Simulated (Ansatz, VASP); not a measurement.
# HfZrSi2: VASP beside Ansatz

One calculation is typed for both programs; each brings its own data sets and cutoff. How far apart do they land? The cell is invented: As first built, before any earlier steps moved the atoms (in the runner's words): it takes the ZrTiC2 structure with some of its atoms replaced by other elements, volume scaled by an estimate. It may not be a known or stable phase. The cell is taken from a series of VASP runs on this material, whose earlier steps may have relaxed, scaled or displaced it; both programs get it as it stands.

Method: plane waves, with VASP 6.6.1 beside it; single point at PBEsol, in Ansatz 0.2.0.

### Step 1. Set-up

It takes space group R-3m (No. 166, trigonal). Conventional cell: a = 3.776 Å, b = 3.776 Å, c = 18.279 Å, α = 90.00°, β = 90.00°, γ = 120.00°. Nearest to Hf lie 6 Si at 2.65 Å. Nearest to Zr lie 6 Si at 2.67 Å. Si has 3 Hf at 2.65 Å and 3 Zr at 2.67 Å nearest. As first built, before any earlier steps moved the atoms (in the runner's words): sites of the ZrTiC2 structure (space group 166) filled with other elements, volume scaled by an estimate. Farther neighbours are not listed.

### Step 2. VASP: single point, PBEsol

With cell and atoms fixed, the geometry can't cause a difference; cores, projectors, grids and the points listed under the comparison can.

Lines of VASP's logs that name or quote its potential files are left out, and so is its time.

File INCAR:

```
SYSTEM = HfZrSi2
PREC = Accurate
ENCUT = 400
EDIFF = 1E-06
NELM = 100
ISMEAR = 0
SIGMA = 0.05
LREAL = .FALSE.
ALGO = Normal
GGA = PS
NBANDS = 21
LORBIT = 11
LWAVE = .FALSE.
LCHARG = .TRUE.
ISIF = 2
LELF = .TRUE.
LVHAR = .TRUE.
```

File POSCAR:

```
HfZrSi2
1.0
    1.8878339069      1.0899414150      6.0931092601
   -1.8878339069      1.0899414150      6.0931092601
    0.0000000000     -2.1798828300      6.0931092601
Hf Zr Si
1 1 2
Direct
    0.0000000000      0.0000000000      0.0000000000
    0.5000000000      0.5000000000      0.5000000000
    0.7491233293      0.7491233293      0.7491233293
    0.2508766707      0.2508766707      0.2508766707
```

File KPOINTS:

```
Automatic mesh
0
Gamma
8 8 8
0 0 0
```

Potentials, in the order of the species: Hf_pv, Zr_sv and Si (PBE family, release 64).

Started as:

```bash
$ mpirun -np 2 vasp_std
```

Numbers of over 12 decimals in the logs are rounded to 6 here.

The program printed:

```text
[banner, memory and clock lines left out]
running    2 mpi-ranks, on    1 nodes
 distrk:  each k-point on    2 cores,    1 groups
 distr:  one band on    1 cores,    2 groups

 POSCAR found type information on POSCAR HfZrSi
 POSCAR found :  3 types and       4 ions
|                                                                             |
|               ----> ADVICE to this user running VASP <----                  |
|                                                                             |
|     You enforced a specific xc type in the INCAR file but a different       |
|     [... a line on the potential file left out ...]
|     I HOPE YOU KNOW WHAT YOU ARE DOING!                                     |
|                                                                             |

 LDA part: xc-table for (Slater+PW92), standard interpolation
|                                                                             |
|           W    W    AA    RRRRR   N    N  II  N    N   GGGG   !!!           |
|           W    W   A  A   R    R  NN   N  II  NN   N  G    G  !!!           |
|           W    W  A    A  R    R  N N  N  II  N N  N  G       !!!           |
|           W WW W  AAAAAA  RRRRR   N  N N  II  N  N N  G  GGG   !            |
|           WW  WW  A    A  R   R   N   NN  II  N   NN  G    G                |
|           W    W  A    A  R    R  N    N  II  N    N   GGGG   !!!           |
|                                                                             |
|     The number of bands has been changed from the values supplied in        |
|     The orbitals not found in the WAVECAR file will be initialized with     |
|     random numbers, which is usually adequate. For correlated               |
|     calculations, however, you should redo the groundstate calculation.     |
|     I found NBANDS = 21. Now, NBANDS = 22.                                  |
|                                                                             |

 POSCAR, INCAR and KPOINTS ok, starting setup
 FFT: planning ... GRIDC
 FFT: planning ... GRID_SOFT
 FFT: planning ... GRID
 WAVECAR not read
 entering main loop
       N       E                     dE             d eps       ncg     rms          rms(c)
DAV:   1     0.134095781777E+03    0.13410E+03   -0.13104E+04  2868   0.104E+03
DAV:   2    -0.259616080263E+02   -0.16006E+03   -0.15383E+03  3446   0.283E+02
DAV:   3    -0.354691945365E+02   -0.95076E+01   -0.93836E+01  5060   0.489E+01
DAV:   4    -0.358326159872E+02   -0.36342E+00   -0.36255E+00  3724   0.840E+00
DAV:   5    -0.358426426949E+02   -0.10027E-01   -0.10026E-01  4364   0.120E+00    0.498E+01
DAV:   6    -0.338631281884E+02    0.19795E+01   -0.53443E+00  3390   0.113E+01    0.277E+01
DAV:   7    -0.338204108429E+02    0.42717E-01   -0.17576E+00  3968   0.587E+00    0.799E+00
DAV:   8    -0.337733570962E+02    0.47054E-01   -0.36220E-01  3694   0.275E+00    0.118E+00
DAV:   9    -0.337605787097E+02    0.12778E-01   -0.87765E-02  3464   0.161E+00    0.565E-01
DAV:  10    -0.337600844237E+02    0.49429E-03   -0.69584E-03  3460   0.463E-01    0.344E-01
DAV:  11    -0.337601044127E+02   -0.19989E-04   -0.27426E-04  4084   0.966E-02    0.190E-01
DAV:  12    -0.337600805725E+02    0.23840E-04   -0.20085E-04  3666   0.753E-02    0.339E-02
DAV:  13    -0.337600780399E+02    0.25327E-05   -0.11418E-05  3478   0.239E-02    0.871E-03
DAV:  14    -0.337600780399E+02    0.68212E-11   -0.53708E-07  2360   0.420E-03
   1 F= -.33760078E+02 E0= -.33759304E+02  d E =-.154866E-02
```

OUTCAR, selected parts (step 2):

```text
ion  position               nearest neighbor table
   1  0.000  0.000  0.000-   3 2.65   3 2.65   4 2.65   4 2.65   3 2.65   4 2.65   2 3.75   2 3.75
                             2 3.75   2 3.75   2 3.75   2 3.75
   2  0.500  0.500  0.500-   4 2.67   4 2.67   3 2.67   3 2.67   4 2.67   3 2.67   1 3.75   1 3.75
                             1 3.75   1 3.75   1 3.75   1 3.75
   3  0.749  0.749  0.749-   1 2.65   1 2.65   1 2.65   2 2.67   2 2.67   2 2.67
   4  0.251  0.251  0.251-   1 2.65   1 2.65   1 2.65   2 2.67   2 2.67   2 2.67

  LATTYP: Found a trigonal (rhomboedric) cell.
 ALAT       =     6.4713112739
 COS(alpha) =     0.8297947390

 Subroutine GETGRP returns: Found 12 space group operations
 (whereof 12 operations were pure point group operations)

The static configuration has the point symmetry D_3d.

 Found     65 irreducible k-points:

   k-points           NKPTS =     65   k-points in BZ     NKDIM =     65   number of bands    NBANDS=     22

   dimension x,y,z NGX =    42 NGY =   42 NGZ =   42
   dimension x,y,z NGXF=    84 NGYF=   84 NGZF=   84

   ENCUT  =  400.0 eV  29.40 Ry    5.42 a.u.  10.55 10.55 10.55*2*pi/ulx,y,z

   NELECT =      30.0000    total number of electrons

 k-points in reciprocal lattice and weights: Automatic mesh
   0.00000000  0.00000000  0.00000000       0.002
   0.12500000  0.00000000  0.00000000       0.012
   0.25000000  0.00000000  0.00000000       0.012
   0.37500000  0.00000000  0.00000000       0.012
   0.50000000  0.00000000  0.00000000       0.006
   0.12500000  0.12500000  0.00000000       0.012
   0.25000000  0.12500000  0.00000000       0.023
   0.37500000  0.12500000  0.00000000       0.023
   0.50000000  0.12500000  0.00000000       0.023
[...]
-0.37500000  0.50000000  0.37500000       0.012
   0.50000000  0.50000000  0.50000000       0.002

 average (electrostatic) potential at core
       1 -34.4413       2 -75.8220       3 -80.7499       4 -80.7499

 E-fermi :   7.4734

 k-point     1 :       0.0000    0.0000    0.0000
  band No.  band energies     occupation
    ...
     10       2.2256      2.00000
     11       5.2470      2.00000
     12       5.2470      2.00000
     13       7.4842      0.75957
     14       7.4842      0.75956
     15       7.6065      0.00017
     16       8.2702      0.00000
     17       8.2702      0.00000
     18       9.9100      0.00000
     19       9.9100      0.00000
    ...

 k-point     2 :       0.1250    0.0000    0.0000
  band No.  band energies     occupation
    ...
     11       5.1479      2.00000
     12       5.3752      2.00000
     13       6.8855      2.00000
     14       7.1070      2.00000
     15       7.2780      2.00000
     16       7.7014      0.00000
     17       8.2786      0.00000
     18      10.0924      0.00000
     19      10.2435      0.00000
     20      10.3002      0.00000
    ...

 k-point     3 :       0.2500    0.0000    0.0000
  band No.  band energies     occupation
    ...
     11       4.8587      2.00000
     12       5.3297      2.00000
     13       5.6707      2.00000
     14       6.1776      2.00000
     15       6.7622      2.00000
     16       7.8738      0.00000
     17       8.8566      0.00000
     18       9.4672      0.00000
     19      10.1184      0.00000
     20      10.4871      0.00000
    ...

  Total       -0.0084752     -0.0084752     -0.0168282      0.0000000      0.0000000      0.0000000
  in kB       -0.1805105     -0.1805105     -0.3584196      0.0000000      0.0000000      0.0000000
  external PRESSURE =      -0.2398136 kB  Pullay stress =       0.0000000 kB

  energy-cutoff  :      400.00
  volume of cell :       75.22
      direct lattice vectors                 reciprocal lattice vectors
     1.887833907  1.089941415  6.093109260     0.264853808  0.152913418  0.054706607
    -1.887833907  1.089941415  6.093109260    -0.264853808  0.152913418  0.054706607
     0.000000000 -2.179882830  6.093109260     0.000000000 -0.305826835  0.054706607

 POSITION                                       TOTAL-FORCE (eV/Angst)
 -----------------------------------------------------------------------------------
      0.00000      0.00000      0.00000         0.000000     -0.000000      0.000000
      0.00000      0.00000      9.13966        -0.000000     -0.000000      0.000000
      0.00000      0.00000     13.69347        -0.000000     -0.000000     -0.002651
      0.00000      0.00000      4.58586        -0.000000      0.000000      0.002651
 -----------------------------------------------------------------------------------
    total drift:                               -0.000000     -0.000000     -0.000000

  FREE ENERGIE OF THE ION-ELECTRON SYSTEM (eV)
  ---------------------------------------------------
  free  energy   TOTEN  =       -33.7600780399 eV

  energy  without entropy=      -33.7585293757  energy(sigma->0) =      -33.75930371

 total charge
# of ion       s       p       d       tot
------------------------------------------
    1        0.292   6.411   1.708   8.412
    2        2.157   5.979   1.730   9.866
    3        0.796   0.976   0.000   1.772
    4        0.796   0.976   0.000   1.772
--------------------------------------------------
tot          4.042  14.342   3.438  21.822

[... 3 further parts left out ...]
```

Harder data sets than Hf_pv exist (the GW ones), and pressures, volumes and forces can shift noticeably with them.

### Step 3. Ansatz: single point, PBEsol

Ansatz runs on its default PAW (the set named soft_2) files.

The same cell, functional, mesh and smearing now go to Ansatz, which takes its cutoff from its data sets.

File input.yaml:

```yaml
crystal:
  lattice:
    - [1.8878339069, 1.089941415, 6.0931092601]
    - [-1.8878339069, 1.089941415, 6.0931092601]
    - [0.0, -2.17988283, 6.0931092601]
  atoms:
    - { symbol: Hf, position: [0.0, 0.0, 0.0] }
    - { symbol: Zr, position: [0.5, 0.5, 0.5] }
    - { symbol: Si, position: [0.7491233293, 0.7491233293, 0.7491233293] }
    - { symbol: Si, position: [0.2508766707, 0.2508766707, 0.2508766707] }
hamiltonian:
  xc: pbesol
  pseudopotentials: { kind: paw }
kpoints:
  mp_grid: { grid: [8, 8, 8] }
scf:
  occupations: { method: gaussian, width: 0.05 }
  n_extra_bands: 5
output:
  forces: true
  stress: true
  eigenvalues: true
  write_density: true
  write_potential: true
  elf: true
  volumetric_format: npy
```

Started as:

```bash
$ ansatz run input.yaml --threads 2 --pin off --max-ram 4608MiB --backend cpu --events-out ev --progress --plain --runs-dir out
```

The program printed:

```text
basis.fft_grid_basis auto: the FFT boxes are laid along the combinations [[1, -1, 0], [0, 1, 0], [0, -1, 1]] of the cell's own vectors, 3.776, 6.471 and 3.776 Å long. The dense box has 27×45×27 points. Along the cell's own vectors, as sized, it would have 45×45×45, 2.78 times as many. Of the 12 symmetry operations that the crystal satisfies within crystal.symmetry.tolerance (time reversal apart; of a slab, those that [...]
scf.n_extra_bands = 5 over 23 filled bands (N_el = 46.0): the run solves 28 bands
Engine: ansatz 0.2.0, aarch64-unknown-linux-gnu
Pseudopotentials: kind: paw
Pseudopotential: Hf, paw, valence charge 26, recommended cutoff 420 eV (normal), Hf.paw.azcp
Pseudopotential: Zr, paw, valence charge 12, recommended cutoff 420 eV (normal), Zr.paw.azcp
Pseudopotential: Si, paw, valence charge 4, recommended cutoff 420 eV (normal), Si.paw.azcp
Functional definition: PBEsol
  exchange = pbesol_x
  correlation = pbesol_c
Crystal: 4 atoms, lattice volume = 75.224 Å³
Basis set: ecut = 420 eV, 1467 PW (Γ), FFT grids on a1−a2, a2, −a2+a3, exchange–correlation on 54×90×54 points (8 copies of the dense FFT grid, shifted against one another)
Bands: 28, of which v1, the nominal top of the filled ones, is band 23 counted from 1 (22 counted from 0)
Symmetry: 12 space group operations
Space group: R-3m (ITA 166), of the structure as read, at distance tolerance 4.2e-5 Å
k-points: 65 of 512
Non-local potential: Hf, projectors of the file, l = 0: 3, l = 1: 2, l = 2: 2, l = 3: 3
Non-local potential: Zr, projectors of the file, l = 0: 3, l = 1: 2, l = 2: 2, l = 3: 2
Non-local potential: Si, projectors of the file, l = 0: 2, l = 1: 2, l = 2: 2
PAW form: soft (Blöchl's): semilocal exchange-correlation on the pseudo side does not see the compensation charge
PAW frozen core: Hf, regenerated for the run's functional, and the local potential with it (the file was generated under x = pbe(κ = 0.804, μ = 0.219515), c = pbe(β = 0.066725))
PAW frozen core: Zr, regenerated for the run's functional, and the local potential with it (the file was generated under x = pbe(κ = 0.804, μ = 0.219515), c = pbe(β = 0.066725))
PAW frozen core: Si, regenerated for the run's functional, and the local potential with it (the file was generated under x = pbe(κ = 0.804, μ = 0.219515), c = pbe(β = 0.066725))
PAW one-centre angular grid: Hf, 590 points (default); XC on 64 Gauss nodes
PAW one-centre angular grid: Zr, 590 points (default); XC on 64 Gauss nodes
PAW one-centre angular grid: Si, 110 points (default); XC on 64 Gauss nodes
Initial density: superposition of atomic densities (neutral atoms: chi_scale 0, normalization atom), corrected by the library's trained network
Initial wavefunctions: pseudopotential atomic-orbital guess
Functional: x = pbesol(κ = 0.804, μ = 0.123457), c = pbesol(β = 0.046)
SCF iter   1: F=—  HF=-20972.342563 eV  |F-HF|=—  |Δ(HF+E_count)|=         —  Δρ=3.00e-3  dr2=3.06e-3  ethr=1.77e-3  ⟨swp⟩=5.5  Hψ=7226  notcnv=0
preconditioner: auto → Kerker (q_TF=auto, 2.514 Å⁻¹)  [metal: Δε(μ)=0.011 eV  Ē_g=9.592 eV  σ=0.050 eV  W_gap=0.13  n_scr=22 (ndim 8)  ℏωp=23.4 eV  f_vac=0.000  D(μ)=1.25/eV (n_scr^D=2)]
SCF iter   2: F=—  HF=-20972.342883 eV  |F-HF|=—  |Δ(HF+E_count)|=   3.21e-4  Δρ=1.67e-3  dr2=7.95e-4  ethr=6.64e-6  ⟨swp⟩=2.8  Hψ=3934  notcnv=0
SCF iter   3: F=—  HF=-20972.342882 eV  |F-HF|=—  |Δ(HF+E_count)|=   1.72e-6  Δρ=3.94e-4  dr2=7.96e-5  ethr=1.73e-6  ⟨swp⟩=2.1  Hψ=2709  notcnv=0
SCF iter   4: F=—  HF=-20972.342835 eV  |F-HF|=—  |Δ(HF+E_count)|=   4.63e-5  Δρ=1.34e-4  dr2=1.04e-5  ethr=1.73e-7  ⟨swp⟩=2.1  Hψ=3264  notcnv=0
SCF iter   5: F=—  HF=-20972.342819 eV  |F-HF|=—  |Δ(HF+E_count)|=   1.61e-5  Δρ=4.27e-5  dr2=1.28e-6  ethr=2.25e-8  ⟨swp⟩=2.0  Hψ=2734  notcnv=0
SCF iter   6: F=—  HF=-20972.342819 eV  |F-HF|=—  |Δ(HF+E_count)|=   2.48e-7  Δρ=6.83e-6  dr2=4.91e-8  ethr=2.17e-10  ⟨swp⟩=8.5  Hψ=12959  notcnv=0
SCF iter   7: F=-20972.342819 eV  HF=-20972.342819 eV  |F-HF|=1.39e-8  |Δ(HF+E_count)|=   2.13e-8  Δρ=3.63e-6  dr2=1.18e-8  ethr=1.07e-10  ⟨swp⟩=7.2  Hψ=10437  notcnv=0
SCF 1 converged in 7 iterations: F = -20972.342819 eV  dr2 = 1.18e-8
  greatest PAW one-centre occupation: 0.998 electrons in one spin orbital (limit 2), on the Hf atom at site 0 (counted from 0), in its partial waves of l = 3
SCF converged after 7 iterations
Free energy (F): -20972.342819 eV
Harris-Foulkes:  -20972.342819 eV  (|F-HF|=1.39e-8)
Internal energy: -20972.341289 eV  (E = F + TS)
E sigma→0 (E₀):  -20972.342054 eV
Entropy (-TS):   -0.001531 eV (-0.383 meV/atom)
Fermi energy:    13.688390 eV
--- Per-component energies (eV) ---
  E_band       = -159.002706
  E_kinetic    = 839.893810
  E_local      = -7473.077490  (includes V_loc(G=0)·N_el)
  E_nonlocal   = -1103.758348
  E_hartree    = 3397.701632
  E_xc         = -569.671586
  E_vxc        = -552.801319  (∫ρ·V_xc dr)
  E_paw        = -10704.353384  (= ΣΔE_a)
  E_vpaw       = 1335.336206  (= ΣTr[D̂ρ^β])
  E_aug_tail   = 0.000033  (compensation charges beyond the density's cutoff)
  E_ewald      = -5360.555888
  E_core_change = 1.479933  (= ΣΔE_core)
  E_smearing   = -0.001531  (= −TS)
  E_closure    = 0.000000  (closes the sum)
  Σ components = -20972.342819   (vs F -20972.342819, Δ=0.00e0)
--- Forces (eV/Å), atoms counted from 1 ---
  atom   1  Hf     0.00000000     0.00000000    -0.00000000
  atom   2  Zr    -0.00000000     0.00000000     0.00000000
  atom   3  Si    -0.00000000    -0.00000000    -0.00390362
  atom   4  Si     0.00000000     0.00000000     0.00390362
  max |Σ_I F_I| component: 4.10e-29 eV/Å
--- Stress (GPa, compression-positive) ---
       -0.129632       0.000000      -0.000000
        0.000000      -0.129632       0.000000
       -0.000000      -0.000000      -0.144577
  P = ⅓ Tr σ = -0.1346 GPa (-1.346 kbar)
--- Band table (eV; the first three rows and the last of 65) ---
  k-point 0: bands = [... 19 lower, 11.4536, 13.6960, 13.6960, 13.8181, 14.4757, 14.4757, 16.1336, 16.1336, ... 1 higher]
  k-point 1: bands = [... 19 lower, 11.5825, 13.0991, 13.3191, 13.4909, 13.9136, 14.4859, 16.3131, 16.4528, ... 1 higher]
  k-point 2: bands = [... 19 lower, 11.5440, 11.8795, 12.3907, 12.9746, 14.0881, 15.0652, 15.6822, 16.3298, ... 1 higher]
  k-point 64: bands = [... 19 lower, 12.3522, 12.3522, 12.3730, 12.3730, 14.7524, 14.7524, 15.0343, 15.0343, ... 1 higher]
```

Wall time 6.2 s (2 threads of Arm Neoverse V1, shared host); peak memory 0.45 GiB.

The run ends at a pressure of -0.13 GPa, with forces up to 0.0039 eV/Å.

### Step 4. Differences

Known differences besides the potentials themselves: the data sets hold 46 valence electrons in Ansatz (default PAW (the set named soft_2) files) and 30 in VASP; the cutoff is 420 eV in Ansatz and 400 eV in VASP; Ansatz makes its cores anew for this functional, VASP keeps those of its PBE data sets; VASP leaves aspherical gradient terms in its spheres out (LASPH is not set), Ansatz keeps them. Total energies have different zeros and are not compared.

Compared:

| quantity | Ansatz | VASP | difference |
| --- | --- | --- | --- |
| pressure (GPa) | -0.13 | -0.02 | -0.11 |

Ansatz's pressure holds a Pulay correction of 0.03 GPa; VASP's holds none.

### Step 5. Results

```yaml
difference_in_pressure_single_point_pbesol: -0.11 GPa
```

In words: The difference in pressure is -0.11 GPa (single point, PBEsol), within the 1 GPa picked in this series as the mark of a large difference. Such differences can come from data sets, numerical settings and the points named under the comparisons, not from the functional's error against experiment.

[Lines on the potential files, build, host, timing and source positions are cut from VASP's logs without a mark.]

[Logs are printed without paths, hosts, clocks, repeated set-up lines and the standing remarks that a program may print on its own settings, such as how far it seeks lower states.]

[Hosts, paths, dates, database ids (printed as entryN), source tags and the programs' standing remarks are cut or masked in the printed files.]
